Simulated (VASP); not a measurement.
Method: PBE GGA, VASP's PBE PAW potentials (set 64) (plane waves; VASP).

Gaps are without spin-orbit coupling.

Problem. Order these relaxed crystals by band gap, smallest first: KI, Fm-3m (225); SnO2, P4_2/mnm (136); BN, F-43m (216); LiH, Fm-3m (225).

Solution. SnO2, P4_2/mnm (136) (0.64 eV), LiH, Fm-3m (225) (2.97 eV), KI, Fm-3m (225) (3.85 eV), BN, F-43m (216) (4.45 eV)
